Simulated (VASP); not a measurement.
Data:

```xyz
3
Lattice="0.0000 2.7302 2.7302 2.7302 0.0000 2.7302 2.7302 2.7302 0.0000" Properties=species:S:1:pos:R:3 pbc="T T T"
Ce     0.0000     0.0000     0.0000
O      1.3651     1.3651     1.3651
O      4.0952     4.0952     4.0952
```

All values below come from optB88-vdW, VASP's PBE PAW potentials (set 64) (plane waves; VASP). Settings: 520 eV cut-off, 6×6×6 Γ-centred mesh, Gaussian smearing of 0.050 eV, potentials Ce O.

**Question.** Predict the energy per atom (σ→0).

**Answer.** 
```json
{
  "energy per atom (σ→0)": "-6.826 eV/atom"
}
```

Only differences to runs with the same potentials and settings are physical.

The compound is CeO2 in the fluorite structure. It was relaxed first. The start is the result of an earlier pass. The run is not spin-polarised, so no magnetic state was tried.
